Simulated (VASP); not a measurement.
A run of VASP 6.6.1 is set up as follows.

Contents of INCAR:

```
SYSTEM = Pd
PREC = Accurate
ENCUT = 520
EDIFF = 1E-6
ISMEAR = -1
SIGMA = 0.05
LREAL = .False.
LASPH = .True.
NELM = 100
ALGO = Fast
ISIF = 2
LWAVE = .False.
LCHARG = .False.
NBANDS = 17
```

KPOINTS

```
regular mesh
0
Gamma
  10 10 5
  0 0 0
```

File POSCAR:

```
Pd
1.0
    2.6793081073      0.0000000000      0.0000000000
   -1.3396540536      2.3203488854      0.0000000000
    0.0000000000      0.0000000000      4.5031357144
Pd
2
Direct
    0.3333333333      0.6666666667      0.2500000000
    0.6666666667      0.3333333333      0.7500000000
```

Potentials or basis: VASP PAW LDA potentials, release 64 (Pd).

Launch:

```sh
$ cat potpaw_LDA.64/Pd/POTCAR > POTCAR
$ mpirun -np 1 vasp_std > vasp.out
```

Q: Estimate the band gap on the k mesh.

A: None (metal or under the smearing width).

Q: What does it give for the pressure?

A: 3.9 GPa.

Stress tensor (GPa, compression positive):
```
3.62 0.00 0.00
0.00 3.62 0.00
0.00 0.00 4.31
```
